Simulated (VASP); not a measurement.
The input files of a VASP run:

INCAR:
```
ALGO=Normal
EDIFF=1E-6
EDIFFG=-0.01
ENCUT=400
GGA=PS
IBRION=2
ISIF=3
ISMEAR=1
LASPH=T
LCHARG=F
LREAL=F
LWAVE=F
NELM=100
NSW=60
PREC=Accurate
SIGMA=0.1
SYSTEM=Be
```

POSCAR:
```
Be
1
    1.1301213818    -1.9574274841    -0.0000000000
    1.1301213818     1.9574274841     0.0000000000
    0.0000000000    -0.0000000000     3.5509623198
Be
2
Direct
  0.3333330000   0.6666670000   0.2500000000
  0.6666670000   0.3333330000   0.7500000000
```

**KPOINTS**
```
Automatic mesh
0
gamma
  17 17 9
0 0 0
```

POTCAR, in this order: Be (PBE.64 set). Program: vasp_std.

**Question.** Write an equivalent input for Quantum ESPRESSO's pw.x.

**Answer.** One equivalent input (not run):
```
&CONTROL
  calculation = 'vc-relax'
  pseudo_dir = './pseudo'
  outdir = './out'
  tprnfor = .true.
  tstress = .true.
  nstep = 60
  forc_conv_thr = 0.00039
/
&SYSTEM
  ibrav = 0
  nat = 2
  ntyp = 1
  ecutwfc = 88
  occupations = 'smearing'
  smearing = 'methfessel-paxton'
  degauss = 0.00735
  input_dft = 'pbesol'
/
&ELECTRONS
  conv_thr = 7.3e-08
  electron_maxstep = 100
/
&IONS
/
&CELL
/
ATOMIC_SPECIES
  Be 9.012 Be.upf
CELL_PARAMETERS angstrom
     1.1301214   -1.9574275   -0.0000000
     1.1301214    1.9574275    0.0000000
     0.0000000   -0.0000000    3.5509623
ATOMIC_POSITIONS crystal
  Be   0.3333330  0.6666670  0.2500000
  Be   0.6666670  0.3333330  0.7500000
K_POINTS automatic
  17 17 9 0 0 0
```
Limits of the translation: the potentials are each code's own (VASP's PAW set, PseudoDojo norm-conserving files in pw.x), so ENCUT and ecutwfc are chosen apart and not converted; conv_thr bounds pw.x's estimated SCF error, while EDIFF bounds the energy change between steps; forc_conv_thr acts on force components and is met together with etot_conv_thr.

The compound is Be in the hcp structure. It was relaxed first. The start is the result of an earlier pass.
